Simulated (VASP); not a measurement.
Output of a VASP run:

OSZICAR:
```
       N       E                     dE             d eps       ncg     rms          rms(c)
DAV:   1     0.121486772372E+03    0.12149E+03   -0.85679E+03  1128   0.132E+03
DAV:   2    -0.512496275364E+01   -0.12661E+03   -0.11554E+03  1336   0.352E+02
DAV:   3    -0.100969401274E+02   -0.49720E+01   -0.49454E+01  1448   0.661E+01
DAV:   4    -0.102509124853E+02   -0.15397E+00   -0.15387E+00  1752   0.110E+01
DAV:   5    -0.102535982586E+02   -0.26858E-02   -0.26857E-02  1448   0.126E+00    0.632E+00
DAV:   6    -0.914073113676E+01    0.11129E+01   -0.39607E+00  1228   0.195E+01    0.461E+00
DAV:   7    -0.909608841929E+01    0.44643E-01   -0.12941E-01  1508   0.324E+00    0.285E+00
DAV:   8    -0.907159091697E+01    0.24498E-01   -0.45600E-02  1284   0.253E+00    0.205E-01
DAV:   9    -0.907175555327E+01   -0.16464E-03   -0.49003E-03  1704   0.581E-01    0.108E-01
DAV:  10    -0.907184238592E+01   -0.86833E-04   -0.57634E-04  1384   0.275E-01    0.514E-02
DAV:  11    -0.907182524346E+01    0.17142E-04   -0.75104E-05  1368   0.993E-02    0.143E-02
DAV:  12    -0.907182650848E+01   -0.12650E-05   -0.22073E-06  1348   0.162E-02    0.368E-03
DAV:  13    -0.907182652195E+01   -0.13471E-07   -0.37395E-07  1396   0.661E-03
   1 F= -.90718265E+01 E0= -.90718265E+01  d E =0.000000E+00
```

OUTCAR:
```
------------------------ aborting loop because EDIFF is reached ----------------------------------------
  FORCE on cell =-STRESS in cart. coord.  units (eV):
  Direction    XX          YY          ZZ          XY          YZ          ZX
  --------------------------------------------------------------------------------------
  Total       -0.0051290     -0.0051290     -0.0051290      0.0000000      0.0000000      0.0000000
  in kB       -0.2375453     -0.2375453     -0.2375453      0.0000000      0.0000000      0.0000000
  external PRESSURE =      -0.2375453 kB  Pullay stress =       0.0000000 kB
  volume of cell :       34.59
      direct lattice vectors                 reciprocal lattice vectors
     0.000000000  2.586156351  2.586156351    -0.193337112  0.193337112  0.193337112
     2.586156351  0.000000000  2.586156351     0.193337112 -0.193337112  0.193337112
     2.586156351  2.586156351  0.000000000     0.193337112  0.193337112 -0.193337112
  FREE ENERGIE OF THE ION-ELECTRON SYSTEM (eV)
  ---------------------------------------------------
  free  energy   TOTEN  =        -9.0718265219 eV

  energy  without entropy=       -9.0718265219  energy(sigma->0) =       -9.07182652

 total charge

# of ion       s       p       d       tot
------------------------------------------
    1        1.959   5.578   0.043   7.580
    2        1.723   4.339   0.000   6.062
--------------------------------------------------
tot          3.682   9.917   0.043  13.642
```
(Selected blocks of OUTCAR.)

**POSCAR**
```
KF
1
    0.0000000000     2.5861563511     2.5861563511
    2.5861563511     0.0000000000     2.5861563511
    2.5861563511     2.5861563511     0.0000000000
K F
1 1
Direct
  0.0000000000   0.0000000000   0.0000000000
  0.5000000000   0.5000000000   0.5000000000
```

**Question.** Write an INCAR and KPOINTS that could have produced this output.

**Answer.** One answer among several that fit: the input of the run itself, LDA (Ceperley-Alder, Perdew-Zunger), plane waves, VASP's LDA PAW potentials (set 64).

**INCAR**
```
# general
SYSTEM  =  KF
PREC    =  Accurate
ENCUT   =  520
LREAL   =  .FALSE.
LASPH   =  .TRUE.

# electronic loop
EDIFF   =  1E-7
NELM    =  100
ALGO    =  Normal

# smearing
ISMEAR  =  -5

# ions
ISIF    =  2

# output
LWAVE   =  .FALSE.
LCHARG  =  .TRUE.
LORBIT  =  11
NEDOS   =  601
```

### KPOINTS
```
Automatic mesh
0
Gamma
10 10 10
0 0 0
```

POTCAR, in this order: K_sv F (LDA.64 set). Program: vasp_std.

The structure comes from a computed database's KF entry (Fm-3m); how it stands against other phases isn't given here. It was relaxed first, which changed the volume by -8 %.
